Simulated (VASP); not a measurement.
Crystal: Nb2SnSe.

```
CELL_PARAMETERS angstrom
3.40000 0.00000 0.00000
0.00000 3.40000 0.00000
0.00000 0.00000 14.60000
ATOMIC_POSITIONS crystal
Nb 0.50000 0.00000 0.70500
Nb 0.50000 0.00000 0.94500
Nb 0.00000 0.50000 0.05500
Nb 0.00000 0.50000 0.29500
Sn 0.00000 0.50000 0.82500
Sn 0.50000 0.00000 0.17500
Se 0.00000 0.50000 0.61600
Se 0.50000 0.00000 0.38400
```

The cell was built by a generator and needn't be a form met in nature.

```yaml
Program: VASP 6.6.1
Task: relaxation of cell and atoms
Functional: PBE
Potentials_or_basis: VASP PAW PBE potentials, release 64 (Nb_sv, Sn_d, Se)
Cutoff: 520 eV
k_mesh: 4 × 4 × 1
Occupations: gaussian, width 0.15 eV
Spin: no spin polarisation
```

At the start: pressure -1.9 GPa; volume 21.10 Å³/atom.

Q: How do energy, volume and symmetry change on relaxing?

A: Over 7 steps the energy falls by 63.1 meV/atom and the volume is 20.70 Å³/atom (-1.9 %); space group P4/nmm (No. 129, to 0.05 Å).

The path:
```csv
step,energy change (eV),largest force (eV/Å),pressure (GPa),volume (Å³)
1,0.0000,1.5926,-1.92,168.78
2,-0.3494,0.9093,2.31,162.66
3,-0.3721,0.7046,4.01,160.62
4,-0.4872,0.5065,-0.83,166.64
5,-0.4972,0.3056,0.06,165.35
6,-0.4975,0.3399,0.14,165.44
7,-0.5049,0.0785,-0.23,165.64
```

Final structure:
```cif
data_structure
_symmetry_space_group_name_H-M 'P 1'
_symmetry_Int_Tables_number 1
_cell_length_a 3.3816
_cell_length_b 3.3816
_cell_length_c 14.4846
_cell_angle_alpha 90.000
_cell_angle_beta 90.000
_cell_angle_gamma 90.000
_cell_volume 165.64
loop_
_atom_site_label
_atom_site_type_symbol
_atom_site_fract_x
_atom_site_fract_y
_atom_site_fract_z
_atom_site_occupancy
Nb1 Nb 0.50000 0.00000 0.70388 1
Nb2 Nb 0.50000 0.00000 0.95388 1
Nb3 Nb 0.00000 0.50000 0.04612 1
Nb4 Nb 0.00000 0.50000 0.29612 1
Sn1 Sn 0.00000 0.50000 0.83497 1
Sn2 Sn 0.50000 0.00000 0.16503 1
Se1 Se 0.00000 0.50000 0.61055 1
Se2 Se 0.50000 0.00000 0.38945 1
```

Caveat: the k mesh is coarse (spacing up to 0.46 Å⁻¹), so the values aren't converged; this functional lacks dispersion, which binds the layers, so the pressure and a relaxed spacing across them are unreliable.
